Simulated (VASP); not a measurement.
```
Os
1.0
    1.33696    -2.31568     0.00000
    1.33696     2.31568     0.00000
    0.00000     0.00000     4.23447
Os
2
Direct
  0.33333   0.66667   0.25000
  0.66667   0.33333   0.75000
```

Level of theory: PBEsol GGA, VASP's PBE PAW potentials (set 64) (plane waves; VASP). Numerical set-up: 500 eV cut-off, 16×16×9 Γ-centred mesh, first-order Methfessel-Paxton smearing of 0.10 eV, potentials Os.

Energy and stress use the plane-wave basis of the starting cell.

Question: The ions, cell shape and volume at an external pressure of 45.0 GPa are relaxed. Give the cell that the relaxation ends in.

Answer: 
```
Os
1.0
    1.32573    -2.29623     0.00000
    1.32573     2.29623     0.00000
    0.00000     0.00000     4.20244
Os
2
Cartesian
  1.32573   0.76541   1.05061
  1.32573  -0.76541   3.15183
```
Space group P6_3/mmc (194), at a tolerance of 0.03 Å.

Question: How do energy and volume change from the first to the last step?

Answer: The energy (σ→0) changes by +73.9 meV/atom and the volume by -2.4 %, in 7 ionic steps.

The compound is Os in the hcp structure. This run relaxes it under an external pressure of 45 GPa. Symmetry was kept, so distortions that lower it aren't found.
